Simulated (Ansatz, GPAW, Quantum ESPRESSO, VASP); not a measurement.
One structure in several programs: Si₂W (I4/mmm, 3 atoms in the cell)

Self-consistent single point.

```yaml
crystal:
  lattice:
    - [-1.60736, 1.60736, 3.90103]
    - [1.60736, -1.60736, 3.90103]
    - [1.60736, 1.60736, -3.90103]
  atoms:
    - { symbol: Si, position: [0.33499, 0.33499, 0.00000] }
    - { symbol: Si, position: [0.66501, 0.66501, 0.00000] }
    - { symbol: W, position: [0.00000, 0.00000, 0.00000] }
```

All programs got the same cell, k-point mesh and kind of occupations (in Ansatz's words: kpoints.mp_grid.grid = 12 12 12; scf.occupations.method = fermi_dirac; scf.occupations.width = 0.05 eV); potentials, basis and cutoffs are each program's usual ones.

```tsv
code	model	pressure (GPa)	largest force (eV/Å)	cutoff
Quantum ESPRESSO	PBE, GBRV 1.5 ultrasoft (PBE) pseudopotentials	2.71	0.136	40 Ry
Ansatz	PBE, default PAW files	4.08	0.132	default
GPAW	PBE, GPAW PAW datasets PBE (gpaw-data 1.0.1)	4.85	0.141	600 eV
VASP	PBE, VASP's PBE PAW potentials (set 64)	3.67	0.137	300 eV
```

The spread over the programs that give each value: pressure within 2.14 GPa; largest force within 0.009 eV/Å.

The starting cell comes from a database of computed structures (which also holds hypothetical and non-ambient phases and stackings), without a prior relaxation at this level. On Ansatz's run: Spin-orbit coupling is off. Spin polarisation is off. In the base run, with a pressure of about 4 GPa the cell is away from its equilibrium volume at this level.

Question: Why do the programs differ, and what cannot be compared?

Answer: Differences of this kind can come from the potentials, where these differ, and from what each basis and cutoff leave unconverged. The zero of total energies and Fermi levels follows the potentials and each program's conventions, so they are not compared here. Ansatz's pressure is given at a fixed set of plane waves, as the other plane-wave codes print theirs; with its correction for the finite basis it is 4.13 GPa. In the pressure, Quantum ESPRESSO (by 1.16) lies more than 1 GPa from the median of the plane-wave programs.

VASP's run is marked for a possible Pulay error in its stress at this cutoff; no cutoff test was made.

Left out of this page: ABINIT, Elk, FLEUR and SIESTA (not drawn, or without a comparable value).

Ansatz is a first-principles code.

Keys are those of Ansatz 0.2.
